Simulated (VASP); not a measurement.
A VASP calculation is set up with these files.

### POSCAR
```
Cl
8.09480
  0.2711864407  -0.3777239709   0.0000000000
  0.2711864407   0.3777239709   0.0000000000
  0.0000000000   0.0000000000   1.0000000000
Cl
4
Cart
  0.4766025763   0.0010742470   0.8994340000
  0.3358286102  -0.0009767942   0.3977180000
  0.2060075932  -0.0012310024   0.6028440000
  0.0663075254   0.0011335496   0.1000040000
```

INCAR:
```
! general
SYSTEM  =  Cl
PREC    =  Accurate
ENCUT   =  300
LREAL   =  .FALSE.   ! projection in real space or not
LASPH   =  .TRUE.

! electronic loop
EDIFF   =  1E-6
NELM    =  100   ! most electronic steps
ALGO    =  Normal   ! blocked Davidson

! smearing
ISMEAR  =  -1   ! Fermi-Dirac
SIGMA   =  0.02   ! width (eV)

! functional
GGA     =  PE

! ions
ISIF    =  2   ! forces and stress, cell fixed

! output
LWAVE   =  .FALSE.
LCHARG  =  .FALSE.
```

**KPOINTS**
```
Regular mesh
0
gamma
7 7 3
0 0 0
```

POTCAR, in this order: Cl (PBE.64 set). Program: vasp_std.

Task: Translate this PBE calculation to Ansatz.

Result: One equivalent input (not run):
Ansatz 0.2 input:
```yaml
crystal:
  lattice:
    - [2.1952000, -3.0576000, 0.0000000]
    - [2.1952000, 3.0576000, 0.0000000]
    - [0.0000000, 0.0000000, 8.0948000]
  atoms:
    - { symbol: Cl, position: [0.8773140, 0.8801580, 0.8994340] }
    - { symbol: Cl, position: [0.6204770, 0.6178910, 0.3977180] }
    - { symbol: Cl, position: [0.3814560, 0.3781970, 0.6028440] }
    - { symbol: Cl, position: [0.1207540, 0.1237550, 0.1000040] }
kpoints:
  mp_grid: { grid: [7, 7, 3] }
hamiltonian:
  xc: pbe
  pseudopotentials: { kind: paw }
scf:
  occupations: { method: fermi_dirac, width: 0.02 }
  max_iter: 100
output: { forces: true, stress: true, eigenvalues: true }
```
The two are equivalent in intent, not identical: each code has its own PAW files, so the cut-off isn't converted (ENCUT is set for VASP's; basis.ecutwfc is left out, and Ansatz then takes the one that its files recommend); Ansatz stops its SCF on the density residual and VASP on the energy change (EDIFF).

The structure is a typed Cl crystal. The cell was not relaxed at this level, atoms are displaced from their ideal sites.
